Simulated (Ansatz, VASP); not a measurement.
# Cross-check of SrO between VASP and Ansatz, part 2 of 2

One calculation is typed for both programs; each brings its own data sets. How far apart do they land? The cell is taken from a series of runs on this material, whose earlier steps may have relaxed, scaled, displaced or heated it; both programs get it as it stands.

VASP 6.6.1 and Ansatz 0.2.0.

So far: The starting structure; VASP: zone-centre phonons, LDA, pair 1.

## Step 3: Ansatz: zone-centre phonons, LDA, pair 1

Level of this step: Ansatz beside VASP: Kohn-Sham DFT, plane waves, LDA (Ansatz).

Ansatz runs on its default PAW (the set named soft_2) files.

The same cell, functional (in two slightly different forms) and mesh now go to Ansatz, which takes its cutoff from its data sets.

input.yaml reads:

```yaml
crystal:
  lattice:
    - [0.0, 2.5321152066, 2.5321152066]
    - [2.5321152066, 0.0, 2.5321152066]
    - [2.5321152066, 2.5321152066, 0.0]
  atoms:
    - { symbol: Sr, position: [0.5, 0.5, 0.5] }
    - { symbol: O, position: [0.0, 0.0, 0.0] }
kpoints:
  mp_grid: { grid: [8, 8, 8] }
hamiltonian:
  xc: lda
scf:
  occupations: { method: fixed }
output:
  eigenvalues: true
phonons:
  method: dfpt
  dielectric: true
  rigid_motions: translations
```

Started as:

```console
ansatz run input.yaml --threads 4 --pin off --max-ram 7168MiB --backend cpu --events-out ev --progress --plain --runs-dir out
```

Numbers of over 12 decimals in the logs are rounded to 6 here.

The log of the run:

```text
Engine: ansatz 0.2.0, aarch64-unknown-linux-gnu
Pseudopotentials: kind: paw
Pseudopotential: Sr, paw, valence charge 10, recommended cutoff 420 eV (normal), Sr.paw.azcp
Pseudopotential: O, paw, valence charge 6, recommended cutoff 420 eV (normal), O.paw.azcp
Functional definition: SPW92
  exchange = slater_x
  correlation = pw_c
Crystal: 2 atoms, lattice volume = 32.470 Å³
Basis set: ecut = 420 eV, 609 PW (Γ), exchange–correlation on 48×48×48 points (8 copies of the dense FFT grid, shifted against one another)
Bands: 12, of which v1, the nominal top of the filled ones, is band 8 counted from 1 (7 counted from 0)
Symmetry: 48 space group operations
k-points: 59 of 512 (irreducible under 8 space group operations, time reversal used)
Non-local potential: Sr, projectors of the file, l = 0: 3, l = 1: 2, l = 2: 2
Non-local potential: O, projectors of the file, l = 0: 2, l = 1: 2, l = 2: 1
PAW form: soft (Blöchl's): semilocal exchange-correlation on the pseudo side does not see the compensation charge
PAW frozen core: Sr, regenerated for the run's functional, and the local potential with it (the file was generated under x = pbe(κ = 0.804, μ = 0.219515), c = pbe(β = 0.066725))
PAW frozen core: O, regenerated for the run's functional, and the local potential with it (the file was generated under x = pbe(κ = 0.804, μ = 0.219515), c = pbe(β = 0.066725))
PAW one-centre angular grid: Sr, 110 points (default); XC on 64 Gauss nodes
PAW one-centre angular grid: O, 110 points (default); XC on 64 Gauss nodes
Initial density: superposition of atomic densities (neutral atoms: chi_scale 0, normalization atom), corrected by the library's trained network
Initial wavefunctions: pseudopotential atomic-orbital guess
Functional: x = slater, c = lda
SCF iter   1: F=—  HF=-4002.848995 eV  |F-HF|=—  |Δ(HF+E_count)|=         —  Δρ=1.64e-2  dr2=8.87e-2  ethr=1.77e-3  ⟨swp⟩=6.0  Hψ=4658  notcnv=0  defer=109
preconditioner: auto → none  [insulator: Δε(μ)=2.842 eV  Ē_g=16.090 eV  n_scr=8 (ndim 8)  ℏωp=24.4 eV  f_vac=0.000  ε∞_Penn≈3.3]
SCF iter   2: F=—  HF=-4002.847744 eV  |F-HF|=—  |Δ(HF+E_count)|=   1.25e-3  Δρ=1.72e-2  dr2=7.96e-2  ethr=5.55e-4  ⟨swp⟩=2.1  Hψ=1563  notcnv=0  defer=114
SCF iter   3: F=—  HF=-4002.829141 eV  |F-HF|=—  |Δ(HF+E_count)|=   1.86e-2  Δρ=2.16e-3  dr2=6.49e-4  ethr=4.97e-4  ⟨swp⟩=2.0  Hψ=995  notcnv=0  defer=103
SCF iter   4: F=—  HF=-4002.828939 eV  |F-HF|=—  |Δ(HF+E_count)|=   2.02e-4  Δρ=3.10e-4  dr2=1.18e-5  ethr=4.06e-6  ⟨swp⟩=2.3  Hψ=1111  notcnv=0  defer=116
SCF iter   5: F=—  HF=-4002.828938 eV  |F-HF|=—  |Δ(HF+E_count)|=   1.29e-6  Δρ=8.92e-5  dr2=1.20e-6  ethr=7.40e-8  ⟨swp⟩=2.3  Hψ=1158  notcnv=0  defer=45
SCF iter   6: F=—  HF=-4002.828935 eV  |F-HF|=—  |Δ(HF+E_count)|=   2.92e-6  Δρ=2.14e-5  dr2=7.24e-8  ethr=7.53e-9  ⟨swp⟩=2.4  Hψ=1200  notcnv=0  defer=4
SCF iter   7: F=—  HF=-4002.828935 eV  |F-HF|=—  |Δ(HF+E_count)|=   1.55e-8  Δρ=9.05e-7  dr2=2.11e-10  ethr=4.53e-10  ⟨swp⟩=2.8  Hψ=1081  notcnv=0  defer=4
SCF iter   8: F=-4002.828935 eV  HF=-4002.828935 eV  |F-HF|=3.18e-12  |Δ(HF+E_count)|=  1.51e-10  Δρ=9.34e-8  dr2=2.85e-12  ethr=1.00e-12  ⟨swp⟩=9.3  Hψ=4874  notcnv=0
SCF 1 converged in 8 iterations: F = -4002.828935 eV  dr2 = 2.85e-12
  greatest PAW one-centre occupation: 0.987 electrons in one spin orbital (limit 2), on the Sr atom at site 0 (counted from 0), in its partial waves of l = 0
DFPT response loops at Γ: preconditioner auto → none (the input reference at scf.mixing.eps_inf says where Resta's filter doesn't serve); β = 0.50; Broyden in place of MSR1
── the response to a field inside a basis, on 8×8×8 k-points: an SCF that follows is theirs, and a resumed run solves both again ──
Bands: 9, of which v1, the nominal top of the filled ones, is band 8 counted from 1 (7 counted from 0)
k-points: 60 of 512 (irreducible under 12 space group operations)
Initial density: handed on by an earlier stage of this run
Initial wavefunctions: pseudopotential atomic-orbital guess (no wavefunctions were taken with the density)
Eigensolver: Dense (60 Hₖ)
SCF iter   1: F=—  HF=-4002.833384 eV  |F-HF|=—  |Δ(HF+E_count)|=         —  Δρ=7.66e-4  dr2=2.84e-5  ethr=1.00e-1
preconditioner: auto → none  [insulator: Δε(μ)=3.320 eV  Ē_g=13.802 eV  n_scr=8 (ndim 8)  ℏωp=24.4 eV  f_vac=0.000  ε∞_Penn≈4.1]
SCF iter   2: F=—  HF=-4002.833380 eV  |F-HF|=—  |Δ(HF+E_count)|=   3.85e-6  Δρ=3.72e-4  dr2=1.79e-5  ethr=1.78e-7
SCF iter   3: F=—  HF=-4002.833380 eV  |F-HF|=—  |Δ(HF+E_count)|=   3.69e-7  Δρ=2.66e-4  dr2=1.26e-5  ethr=1.12e-7
SCF iter   4: F=-4002.833378 eV  HF=-4002.833378 eV  |F-HF|=4.71e-9  |Δ(HF+E_count)|=   2.86e-6  Δρ=2.03e-5  dr2=4.18e-8  ethr=7.88e-8
SCF 1 converged in 4 iterations: F = -4002.833378 eV  dr2 = 4.18e-8
DFPT response loops at Γ: mixed as the last ones told, above
SCF converged after 8 iterations
Free energy (F): -4002.828935 eV
Harris-Foulkes:  -4002.828935 eV  (|F-HF|=3.18e-12)
Internal energy: -4002.828935 eV  (E = F + TS)
E sigma→0 (E₀):  -4002.828935 eV
Fermi energy:    8.034097 eV
--- Per-component energies (eV) ---
  E_band       = -53.248297
  E_kinetic    = 423.143997
  E_local      = -845.067879  (includes V_loc(G=0)·N_el)
  E_nonlocal   = 256.347746
  E_hartree    = 225.140497
  E_xc         = -246.438663
  E_vxc        = -258.107324  (∫ρ·V_xc dr)
  E_paw        = -2743.945862  (= ΣΔE_a)
  E_vpaw       = -79.848347  (= ΣTr[D̂ρ^β])
  E_aug_tail   = 0.002493  (compensation charges beyond the density's cutoff)
  E_ewald      = -1072.402320
  E_core_change = 0.391057  (= ΣΔE_core)
  E_smearing   = -0.000000  (= −TS)
  E_closure    = 0.000000  (closes the sum)
  Σ components = -4002.828935   (vs F -4002.828935, Δ=0.00e0)
--- Band table (eV; the first three rows and the last of 59) ---
  k-point 0: bands = [... 4 lower, -5.5111, 8.0341, 8.0341, 8.0341, 12.1774, 14.2989, 14.2989, 14.2989]
  k-point 1: bands = [... 4 lower, -5.1700, 7.5539, 7.8205, 7.8205, 12.9027, 14.1211, 14.6221, 14.6221]
  k-point 2: bands = [... 4 lower, -4.6758, 6.6783, 7.3631, 7.3631, 14.0672, 14.4653, 15.5064, 15.5064]
  k-point 58: bands = [... 4 lower, -4.8859, 6.8329, 7.6677, 7.6677, 14.0805, 14.0805, 17.0523, 19.6526]
--- Phonons (Γ-DFPT): 2 representative perturbations + reference, on 59 of 512 k-points (Σ response iterations 6) ---
  k mesh reduced under 8 symmetry operations, with k and −k counted as one. Each operation leaves every solved perturbation unchanged. A smaller set is not considered because the run solves the response to a homogeneous field
  ASR residual: 7.250e-5 → 0.000e0 eV/Å²; symmetrization residual: 2.184e-6 eV/Å²
  ASR residual per site (eV/Å²): 5.94e-5 7.25e-5
  Γ frequencies (cm⁻¹): 0.00 0.00 0.00 215.58 215.58 215.58
  ε∞ (high-frequency dielectric tensor):
        3.875451     0.000000     0.000000
        0.000000     3.875451    -0.000000
        0.000000    -0.000000     3.875451
  ε⁰ (static dielectric tensor: ions relaxed, cell fixed):
       18.613320    -0.000000    -0.000000
       -0.000000    18.613320     0.000000
       -0.000000     0.000000    18.613320
  ε⁰ − ε∞ (ionic part):
       14.737869    -0.000000    -0.000000
       -0.000000    14.737869     0.000000
       -0.000000     0.000000    14.737869
  softest optical mode at Γ: 215.58 cm⁻¹; the repairs (sum rule, projections) moved no ω² at Γ by more than (1.21 cm⁻¹)²
  Born effective charges Z* (e; rows j = field, columns β = displacement):
    site 0:
         2.47281   -0.00000   -0.00000
        -0.00000    2.47281   -0.00000
        -0.00000   -0.00000    2.47281
    site 1:
        -2.47281    0.00000    0.00000
         0.00000   -2.47281    0.00000
         0.00000    0.00000   -2.47281
  Z* charge neutrality: 1.860e-3 e pre-enforcement
  solved inside a basis spanned on kpoints, on 8×8×8 k-points, its susceptibility summed on 12×12×12: ε∞ is read to err by 9.8e-3, Z* by 1.2e-2 e (field_mesh: kpoints solves on kpoints); Z* is corrected for what the basis lacks
  optical modes at Γ without the LO–TO term, one row a degenerate level:
      ω (cm⁻¹)  modes    IR ((D/Å)²/amu)
        215.58      3            31.2831
  optical modes at Γ + LO–TO along q̂ = [1.0000, 0.0000, 0.0000]:
      ω (cm⁻¹)  modes    IR ((D/Å)²/amu)
        215.58      2            20.8554
        472.46      1            10.4277
  optical modes at Γ + LO–TO along q̂ = [0.0000, 1.0000, 0.0000]:
      ω (cm⁻¹)  modes    IR ((D/Å)²/amu)
        215.58      2            20.8554
        472.46      1            10.4277
  optical modes at Γ + LO–TO along q̂ = [0.0000, 0.0000, 1.0000]:
      ω (cm⁻¹)  modes    IR ((D/Å)²/amu)
        215.58      2            20.8554
        472.46      1            10.4277
```

The column dr2 measures how far the density is from self-consistency, as an energy; F and HF (Harris–Foulkes) agree once it is small.

## Step 4: Comparison

Known differences besides the potentials themselves: the two LDA forms differ slightly; fixed occupations in Ansatz, narrow Gaussian smearing in VASP; VASP's response is taken on the typed mesh, Ansatz refines its own for the field response alone; the cutoff is 420 eV in Ansatz and 600 eV in VASP; VASP's log shows a relativistic correction to its local exchange, Ansatz's none. Total energies have different zeros and are not compared.

Both answers:

```
                                     quantity  Ansatz   VASP  difference
                                        ε∞ xx    3.88   3.90     -0.75 %
                                        ε∞ yy    3.88   3.90     -0.75 %
                                        ε∞ zz    3.88   3.90     -0.75 %
Born charge of Sr1 (mean of the diagonal) (e)    2.47   2.48       -0.01
 Born charge of O2 (mean of the diagonal) (e)   -2.47  -2.48       +0.01
                   optical mode 1 to 3 (cm⁻¹)   215.6  223.9     -3.73 %
```

Modes are paired by rising frequency, not by their patterns, so a pair may set unlike modes beside each other; they are those without the splitting of longitudinal modes.

## Step 5: VASP: zone-centre phonons, LDA, pair 2

Second derivatives magnify differences that forces hide, and they need a tight electronic threshold.

INCAR reads:

```
SYSTEM = SrO
PREC = Accurate
ENCUT = 600
EDIFF = 1E-08
NELM = 120
ISMEAR = 0
SIGMA = 0.01
LREAL = .FALSE.
ALGO = Normal
GGA = CA
NBANDS = 14
LORBIT = 11
LWAVE = .FALSE.
LCHARG = .FALSE.
ISIF = 2
IBRION = 8
LEPSILON = .TRUE.
LASPH = .TRUE.
GGA_COMPAT = .FALSE.
EFERMI = MIDGAP
KPAR = 2
```

POSCAR reads:

```
SrO
1.0
    0.0000000000      2.5321152066      2.5321152066
    2.5321152066      0.0000000000      2.5321152066
    2.5321152066      2.5321152066      0.0000000000
Sr O
1 1
Direct
    0.5000000000      0.5000000000      0.5000000000
    0.0000000000      0.0000000000      0.0000000000
```

KPOINTS reads:

```
Automatic mesh
0
Gamma
8 8 8
0 0 0
```

Potentials, in the order of the species: Sr_sv and O (LDA family, release 64).

Started as:

```console
mpirun -np 2 vasp_std
```

The log of the run:

```text
[... set-up lines as in an earlier step ...]
 entering main loop
       N       E                     dE             d eps       ncg     rms          rms(c)
[... 15 cycles as in an earlier step ...]
   1 F= -.13388750E+02 E0= -.13388750E+02  d E =0.000000E+00
 Linear response reoptimize wavefunctions to high precision
[... 2 cycles as in an earlier step ...]
 Linear response G [H, r] |phi>, progress :
  Direction:   1
       N       E                     dE             d eps       ncg     rms
[... 30 cycles as in an earlier step ...]
 Linear response G [H, r] |phi>, progress :
  Direction:   2
       N       E                     dE             d eps       ncg     rms
[... 1 cycle as in an earlier step ...]
[...]
[... 4 cycles as in an earlier step ...]
 change of polarisation eV/A/(eV/A) component  2 :     0.074     0.510    -0.030
 dielectric tensor                  component  2 :     0.411     3.842    -0.168
 Linear response to external field (no local field effect), progress :
  Direction:   3
[...]
dielectric tensor                  component  2 :     0.217     3.905    -0.020
 Linear response to external field, progress :
  Direction:   3
       N       E                     dE             d eps       ncg     rms          rms(c)
[... 14 cycles as in an earlier step ...]
 change of polarisation eV/A/(eV/A) component  3 :     0.004     0.028     0.521
 dielectric tensor                  component  3 :     0.021     0.159     3.905
 Linear response DOF=           2
 Linear response progress:
  Degree of freedom:   1/  2
       N       E                     dE             d eps       ncg     rms          rms(c)
[... 17 cycles as in an earlier step ...]
 first order change of Fermi-energy  -0.46112E-03
 force on displaced ion       1 direction 1 :  -2.499   0.000   0.000
 Born effective charge ion    1 direction 1 :   2.481   0.000   0.000
 Linear response progress:
  Degree of freedom:   2/  2
       N       E                     dE             d eps       ncg     rms          rms(c)
[... 12 cycles as in an earlier step ...]
 first order change of Fermi-energy  -0.14076E-03
 force on displaced ion       2 direction 1 :  -2.494   0.000   0.000
 Born effective charge ion    2 direction 1 :  -2.482   0.000   0.000
 Born effective charges drift removed
 Linear response finished
```

Parts of OUTCAR (step 5):

```text
[... 6 parts as in an earlier step ...]
```

## Step 6: Ansatz: zone-centre phonons, LDA, pair 2

The same cell, functional (in two slightly different forms) and mesh now go to Ansatz.

The cell is taken from a series of runs on this material, whose earlier steps may have relaxed, scaled, displaced or heated it; both programs get it as it stands.

input.yaml, the sections that differ from step 3:

```yaml
phonons:
  method: dfpt
  qmesh: [2, 2, 2]
  temperatures: { t_max: 1000, t_step: 50 }
  qpath:
    path:
      - [[0.0, 0.0, 0.0], [0.5, 0.0, 0.5], [0.625, 0.25, 0.625]]
      - [[0.375, 0.375, 0.75], [0.0, 0.0, 0.0], [0.5, 0.5, 0.5], [0.5, 0.25, 0.75], [0.5, 0.0, 0.5]]
    npoints: 10
basis:
  ecutwfc: 360
# crystal, kpoints, hamiltonian, scf, output: as in step 3
```

Started as:

```console
ansatz run input.yaml --threads 4 --pin off --max-ram 7168MiB --backend cpu --events-out ev --progress --plain --runs-dir out
```

The log of the run:

```text
Warning: basis.ecutwfc = 360 eV is below the records' recommended 420 eV, and the density's cutoff is lower with it unless basis.ecutrho_ratio is high enough to keep the records' density cutoff: compare with a run at a higher cutoff
[...]
Crystal: 2 atoms, lattice volume = 32.470 Å³
Basis set: ecut = 360 eV, 531 PW (Γ), exchange–correlation on 48×48×48 points (8 copies of the dense FFT grid, shifted against one another)
[...]
largest difference from the sums on the solved wave vectors: F 4.95e-2 eV, S 8.21e-5 and C_V 3.20e-5 eV/K
  zero-point energy: 0.083676 eV/cell   skipped modes (ω ≤ 0): 3   left out of the sums: 4.70e-5 of the cell's modes: C_V's classical limit lies that fraction below 3 k_B per atom; for a crystal, a wire or a layer, F and S can be off by more, and a phonons.interpolated_qmesh denser along its periods is the remedy for the sampling
[key lines of the parts left out:]
SCF converged after 8 iterations
Free energy (F): -4002.756670 eV
Fermi energy:    8.026182 eV
```

## Step 7: Differences

What differs besides the data sets and the points named for the pairs above, as far as they apply: VASP's run holds the zone centre alone; the cutoff is 360 eV in Ansatz and 600 eV in VASP; Ansatz's log warns that its cutoff lies below the recommended one. Total energies have different zeros and are not compared.

The two programs side by side:

```csv
quantity,Ansatz,VASP,difference
ε∞ xx,3.87,3.90,-0.78 %
ε∞ yy,3.87,3.90,-0.78 %
ε∞ zz,3.87,3.90,-0.78 %
Born charge of Sr1 (mean of the diagonal) (e),2.47,2.48,-0.01
Born charge of O2 (mean of the diagonal) (e),-2.47,-2.48,+0.01
optical mode 1 to 3 (cm⁻¹),212.7,223.9,-5.03 %
```

Modes are paired by rising frequency, not by their patterns, so a pair may set unlike modes beside each other; they are those without the splitting of longitudinal modes.

## Step 8: Results

```json
{"r.m.s. difference of the optical zone-centre modes, each program's sorted by frequency (zone-centre phonons, LDA, pair 1)": "8.3 cm⁻¹", "difference in optical mode 1 to 3 (zone-centre phonons, LDA, pair 1)": "-3.7 %", "r.m.s. difference of the optical zone-centre modes, each program's sorted by frequency (zone-centre phonons, LDA, pair 2)": "11 cm⁻¹", "difference in optical mode 1 to 3 (zone-centre phonons, LDA, pair 2)": "-5.0 %"}
```

**Reading.** The r.m.s. difference of the optical zone-centre modes, each program's sorted by frequency is 8.3 cm⁻¹ (zone-centre phonons, LDA, pair 1). Among the rows given in per cent, the largest difference of the zone-centre phonons, LDA, pair 1 pair is in optical mode 1 to 3, -3.7 %. Among the rows given in per cent, the largest difference of the zone-centre phonons, LDA, pair 2 pair is in optical mode 1 to 3, -5.0 %. How closely two codes agree says nothing of how well the functional describes the real material.

[Lines on the potential files, build, host, timing and source positions are cut from VASP's logs without a mark.]

[Logs are printed without paths, hosts, clocks, repeated set-up lines and the standing remarks that a program may print on its own settings, such as how far it seeks lower states.]

[Hosts, paths, dates, database ids (printed as entryN), source tags and the programs' standing remarks are cut or masked in the printed files.]
